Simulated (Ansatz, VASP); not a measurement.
## Se (Selenium) in two plane-wave programs

Wanted: the spread between two codes on one cell, functional and k mesh. The structure shown comes from an earlier run, which isn't shown and may have moved the atoms alone.

Method: plane waves, with VASP 6.6.1 beside it; LDA, in Ansatz 0.2.0.

### Step 1. The structure

It takes space group P3_121 (No. 152, trigonal). The conventional cell has a = 4.366 Å, b = 4.366 Å, c = 4.954 Å, α = 90.00°, β = 90.00°, γ = 120.00°. Nearest to Se lie 2 Se at 2.39 Å.

Structure file:

```cif
data_structure
_symmetry_space_group_name_H-M 'P 1'
_symmetry_Int_Tables_number 1
_cell_length_a 4.3662
_cell_length_b 4.3662
_cell_length_c 4.9536
_cell_angle_alpha 90.000
_cell_angle_beta 90.000
_cell_angle_gamma 120.000
_cell_volume 81.78
loop_
_atom_site_label
_atom_site_type_symbol
_atom_site_fract_x
_atom_site_fract_y
_atom_site_fract_z
_atom_site_occupancy
Se1 Se 0.22872 0.00000 0.33333 1
Se2 Se 0.00000 0.22872 0.66667 1
Se3 Se 0.77128 0.77128 0.00000 1
```

### Step 2. Ansatz: elastic constants, LDA

Ansatz runs on its default PAW (the set named soft_2) files.

Elastic constants are differences of stresses under small strains, so they test the stress and the mesh.

input.yaml reads:

```yaml
crystal:
  lattice:
    - [4.3662, 0.0, 0.0]
    - [-2.1831, 3.781240118, 0.0]
    - [0.0, 0.0, 4.9536]
  atoms:
    - { symbol: Se, position: [0.2287104046, 0.0, 0.3333333333] }
    - { symbol: Se, position: [0.0, 0.2287104046, 0.6666666667] }
    - { symbol: Se, position: [0.7712895954, 0.7712895954, 0.0] }
kpoints:
  mp_grid: { grid: [6, 6, 6] }
hamiltonian:
  xc: lda
scf:
  occupations: { method: gaussian, width: 0.02 }
output:
  forces: true
  stress: true
  eigenvalues: true
elastic:
  mode: relaxed_ion
  stencil: two_point
```

Command:

```console
$ ansatz run input.yaml --threads 4 --pin off --max-ram 8192MiB --backend cpu --events-out ev --progress --plain --runs-dir out
```

Numbers of over 12 decimals in the logs are rounded to 6 here.

Log:

```text
Engine: ansatz 0.2.0, aarch64-unknown-linux-gnu
Pseudopotentials: kind: paw
Pseudopotential: Se, paw, valence charge 16, recommended cutoff 420 eV (normal), Se.paw.azcp
Functional definition: SPW92
  exchange = slater_x
  correlation = pw_c
Crystal: 3 atoms, lattice volume = 81.782 Å³
Basis set: ecut = 420 eV, 1583 PW (Γ)
Bands: 29, of which v1, the nominal top of the filled ones, is band 24 counted from 1 (23 counted from 0)
Symmetry: 6 space group operations
Space group: P3121 (ITA 152), of the structure as read, at distance tolerance 4.3e-5 Å
k-points: 34 of 216 (time reversal used)
Non-local potential: Se, projectors of the file, l = 0: 2, l = 1: 2, l = 2: 3, l = 3: 1
PAW form: soft (Blöchl's): semilocal exchange-correlation on the pseudo side does not see the compensation charge
PAW frozen core: Se, regenerated for the run's functional, and the local potential with it (the file was generated under x = pbe(κ = 0.804, μ = 0.219515), c = pbe(β = 0.066725))
PAW one-centre angular grid: Se, 590 points (default); XC on 64 Gauss nodes
Initial density: superposition of atomic densities (neutral atoms: chi_scale 0, normalization atom), corrected by the library's trained network
Initial wavefunctions: pseudopotential atomic-orbital guess
Functional: x = slater, c = lda
SCF iter   1: F=—  HF=-16149.632885 eV  |F-HF|=—  |Δ(HF+E_count)|=         —  Δρ=4.91e-3  dr2=8.70e-3  ethr=1.77e-3  ⟨swp⟩=6.1  Hψ=4408  notcnv=0
preconditioner: auto → Resta (q_TF=auto, 2.496 Å⁻¹)  ε∞=3.9  [insulator: Δε(μ)=0.903 eV  Ē_g=10.301 eV  σ=0.020 eV  W_gap=1.00  n_scr=20 (ndim 8)  ℏωp=17.4 eV  f_vac=0.092  D(μ)=0.00/eV (n_scr^D=0)  ε∞_Penn≈3.9]
SCF iter   2: F=—  HF=-16149.630850 eV  |F-HF|=—  |Δ(HF+E_count)|=   2.03e-3  Δρ=2.66e-3  dr2=2.69e-3  ethr=1.81e-5  ⟨swp⟩=2.0  Hψ=1395  notcnv=0  defer=28
SCF iter   3: F=—  HF=-16149.630430 eV  |F-HF|=—  |Δ(HF+E_count)|=   4.20e-4  Δρ=2.46e-4  dr2=5.92e-5  ethr=5.60e-6  ⟨swp⟩=2.0  Hψ=1369  notcnv=0  defer=28
SCF iter   4: F=—  HF=-16149.630437 eV  |F-HF|=—  |Δ(HF+E_count)|=   6.64e-6  Δρ=6.54e-5  dr2=4.47e-6  ethr=1.23e-7  ⟨swp⟩=2.0  Hψ=1768  notcnv=0  defer=28
SCF iter   5: F=—  HF=-16149.630437 eV  |F-HF|=—  |Δ(HF+E_count)|=   4.19e-7  Δρ=2.00e-5  dr2=3.67e-7  ethr=9.31e-9  ⟨swp⟩=2.0  Hψ=1768  notcnv=0  defer=28
SCF iter   6: F=—  HF=-16149.630437 eV  |F-HF|=—  |Δ(HF+E_count)|=   3.82e-7  Δρ=8.59e-6  dr2=7.34e-8  ethr=7.64e-10  ⟨swp⟩=2.0  Hψ=1768  notcnv=0  defer=28
SCF iter   7: F=—  HF=-16149.630437 eV  |F-HF|=—  |Δ(HF+E_count)|=   2.02e-9  Δρ=2.97e-6  dr2=9.42e-9  ethr=1.53e-10  ⟨swp⟩=2.0  Hψ=1768  notcnv=0  defer=28
SCF iter   8: F=—  HF=-16149.630437 eV  |F-HF|=—  |Δ(HF+E_count)|=  7.46e-10  Δρ=5.12e-7  dr2=2.78e-10  ethr=1.96e-11  ⟨swp⟩=2.0  Hψ=1768  notcnv=0  defer=28
SCF iter   9: F=—  HF=-16149.630437 eV  |F-HF|=—  |Δ(HF+E_count)|=  3.64e-11  Δρ=4.99e-8  dr2=2.99e-12  ethr=5.80e-13 (applied; sched 1.00e-12)  ⟨swp⟩=2.0  Hψ=1768  notcnv=0  defer=34
SCF iter  10: F=-16149.630437 eV  HF=-16149.630437 eV  |F-HF|=3.64e-12  |Δ(HF+E_count)|=  3.64e-12  Δρ=7.44e-9  dr2=4.63e-14  ethr=1.00e-12  ⟨swp⟩=6.1  Hψ=4387  notcnv=0
SCF 1 converged in 10 iterations: F = -16149.630437 eV  dr2 = 4.63e-14
  greatest PAW one-centre occupation: 1.000 electrons in one spin orbital (limit 2), on the Se atom at site 1 (counted from 0), in its partial waves of l = 2
relax step   1: F+E_penalty+E_count = -16149.63043703 eV  Δ(F+E_penalty+E_count) = +0.000e0 eV  max|allowed force component| = 7.098e-4 eV/Å  Δτ_max = 0.0000 Å  (10 SCF iters, accepted)
[...]
relax step   1: F+E_penalty+E_count = -16149.63039075 eV  Δ(F+E_penalty+E_count) = +0.000e0 eV  max|allowed force component| = 1.802e-2 eV/Å  Δτ_max = 0.0000 Å  (11 SCF iters, accepted)
[...]
relax step   2: F+E_penalty+E_count = -16149.63042106 eV  Δ(F+E_penalty+E_count) = -3.031e-5 eV  max|allowed force component| = 1.322e-4 eV/Å  Δτ_max = 0.0014 Å  (9 SCF iters, accepted)
[...]
relax step   3: F+E_penalty+E_count = -16149.63042106 eV  Δ(F+E_penalty+E_count) = -1.974e-9 eV  max|allowed force component| = 6.508e-7 eV/Å  Δτ_max = 0.0000 Å  (5 SCF iters, accepted)
iter 1 solved again at ethr=1.00e-12 eV; its pass at ethr=3.10e-3 eV (dr2=4.76e-14 eV) is discarded
SCF iter   1: F=—  HF=-16149.630421 eV  |F-HF|=—  |Δ(HF+E_count)|=         —  Δρ=4.94e-9  dr2=3.07e-14  ethr=1.00e-12  ⟨swp⟩=2.1  Hψ=8400  notcnv=0
SCF iter   2: F=-16149.630421 eV  HF=-16149.630421 eV  |F-HF|=1.82e-12  |Δ(HF+E_count)|=  3.64e-12  Δρ=2.41e-9  dr2=5.77e-15  ethr=1.00e-12  ⟨swp⟩=4.8  Hψ=7797  notcnv=0
SCF 31 converged in 2 iterations: F = -16149.630421 eV  dr2 = 5.77e-15
SCF converged after 10 iterations
Free energy (F): -16149.630437 eV
Harris-Foulkes:  -16149.630437 eV  (|F-HF|=3.64e-12)
Internal energy: -16149.630437 eV  (E = F + TS)
E sigma→0 (E₀):  -16149.630437 eV
Fermi energy:    7.062134 eV
--- Per-component energies (eV) ---
  E_band       = -1245.424119
  E_kinetic    = 352.601700
  E_local      = -7735.574700  (includes V_loc(G=0)·N_el)
  E_nonlocal   = -1763.397401
  E_hartree    = 3778.760014
  E_xc         = -308.591923
  E_vxc        = -292.551551  (∫ρ·V_xc dr)
  E_paw        = -5483.027092  (= ΣΔE_a)
  E_vpaw       = 635.979653  (= ΣTr[D̂ρ^β])
  E_aug_tail   = -0.001847  (compensation charges beyond the density's cutoff)
  E_ewald      = -4997.051273
  E_core_change = 6.652087  (= ΣΔE_core)
  E_smearing   = -0.000000  (= −TS)
  E_closure    = 0.000000  (closes the sum)
  Σ components = -16149.630437   (vs F -16149.630437, Δ=0.00e0)
--- Forces (eV/Å), atoms counted from 1 ---
  atom   1  Se     0.00000001    -0.00000000     0.00000000
  atom   2  Se    -0.00000000     0.00000001    -0.00000000
  atom   3  Se    -0.00000000    -0.00000001     0.00000000
  max |Σ_I F_I| component: 9.48e-17 eV/Å
--- Stress (GPa, compression-positive) ---
       -2.501076       0.000000      -0.000000
        0.000000      -2.501076       0.000000
       -0.000000       0.000000      -1.324877
  P = ⅓ Tr σ = -2.1090 GPa (-21.090 kbar)
--- Band table (eV; the first three rows and the last of 34) ---
  k-point 0: bands = [... 20 lower, 2.8103, 4.5915, 4.5915, 6.1829, 8.3301, 8.3301, 8.5806, 12.5236, ... 1 higher]
  k-point 1: bands = [... 20 lower, 3.0387, 4.5798, 4.8651, 5.9828, 8.0782, 8.1519, 8.3112, 13.1795, ... 1 higher]
  k-point 2: bands = [... 20 lower, 3.2043, 4.7389, 5.2839, 5.5042, 7.6810, 7.8703, 7.8918, 12.9899, ... 1 higher]
  k-point 33: bands = [... 20 lower, 1.6115, 5.6688, 6.3775, 6.3775, 7.5229, 9.1415, 9.1415, 13.1286, ... 1 higher]
--- Elastic constants: 3 strain directions × 2 members + reference (group order 6) ---
  dense FFT box of the reference and of every strained cell: 30×30×36
  strains applied: 11, 33, 23; error gains: componentwise 1.00 (the most a stress slope's error grows in a printed constant), spectral 1.41 (1 for all six strains in a standard setting)
  reference relaxed by the batch: 3 steps; max|allowed force component| 7.10e-4 eV/Å at the deck's positions, 3.54e-9 at the last accepted step, 5.86e-9 by the solve of record
  largest displacement 5.1e-5 Å; the constants are those of the deck's cell at these positions:
  atoms:
    - { symbol: Se, position: [0.228722, 0, 0.333333] }
    - { symbol: Se, position: [-2.7755575615628914e-17, 0.228722, 0.666667] }
    - { symbol: Se, position: [0.771278, 0.771278, 0] }
  C = ∂σ_k/∂η_j (tension-positive GPa; Voigt order 11 22 33 23 13 12):
         7.471      0.715      9.081      4.535      0.000      0.000
         0.715      7.471      9.081     -4.535     -0.000      0.000
        10.263     10.263     73.496      0.000     -0.000      0.000
         4.537     -4.537      0.000     16.652     -0.000     -0.000
         0.000      0.000      0.000     -0.000     16.652      4.537
         0.000     -0.000     -0.000      0.000      4.535      3.378
  reference stress σ⁰ (GPa):      2.501      2.501      1.325     -0.000      0.000     -0.000
  C* (energy form; C + prestress term) asymmetry max|C*_kj − C*_jk| = 5.323e-3 GPa — a small one proves nothing (zero by symmetry where the batch's group is 432, −43m or m−3m); a large one is finite-difference/SCF noise where every solve meets its electron count
  moduli (Voigt/Reuss/Hill, GPa): K = 14.28/3.56/8.92   G = 11.89/3.76/7.83   E = 18.17   ν = 0.161
  mechanically stable: yes (min eigenvalue of sym C = 1.98 GPa)
  strain η (Voigt 11):  stress-route row diagonal C_11 = 7.47 GPa, energy-path curvature d²(F+E_count+ΔE)/dδ²/Ω₀ = 7.27 GPa
         δ    σ_11 (GPa)             F (eV)   n_scf  n_hpsi   n_pw
    -2.000e-3       2.4857      -16149.6329861       2   16887   1636   relax 5 steps, max|allowed force component| 9.98e-6 eV/Å
     2.000e-3       2.5156      -16149.6278737       2   16852   1636   relax 3 steps, max|allowed force component| 1.02e-5 eV/Å
  strain η (Voigt 33):  stress-route row diagonal C_33 = 73.50 GPa, energy-path curvature d²(F+E_count+ΔE)/dδ²/Ω₀ = 73.47 GPa
         δ    σ_33 (GPa)             F (eV)   n_scf  n_hpsi   n_pw
    -2.000e-3       1.1779      -16149.6317115       2    8404   1636   relax 3 steps, max|allowed force component| 4.71e-7 eV/Å
     2.000e-3       1.4719      -16149.6290120       2    8380   1636   relax 3 steps, max|allowed force component| 4.15e-7 eV/Å
  strain η (Voigt 23):  stress-route row diagonal C_44 = 16.65 GPa, energy-path curvature d²(F+E_count+ΔE)/dδ²/Ω₀ = 15.67 GPa
         δ    σ_23 (GPa)             F (eV)   n_scf  n_hpsi   n_pw
    -2.000e-3      -0.0332      -16149.6304210       2   16844   1636   relax 4 steps, max|allowed force component| 3.16e-5 eV/Å
     2.000e-3       0.0334      -16149.6304211       2   16878   1636   relax 3 steps, max|allowed force component| 6.51e-7 eV/Å
```

The column dr2 measures how far the density is from self-consistency, as an energy; F and HF (Harris–Foulkes) agree once it is small.

(Continued in part 2 of 2.)

[Lines on the potential files, build, host, timing and source positions are cut from VASP's logs without a mark.]

[Logs are printed without paths, hosts, clocks, repeated set-up lines and the standing remarks that a program may print on its own settings, such as how far it seeks lower states.]

[Hosts, paths, dates, database ids (printed as entryN), source tags and the programs' standing remarks are cut or masked in the printed files.]
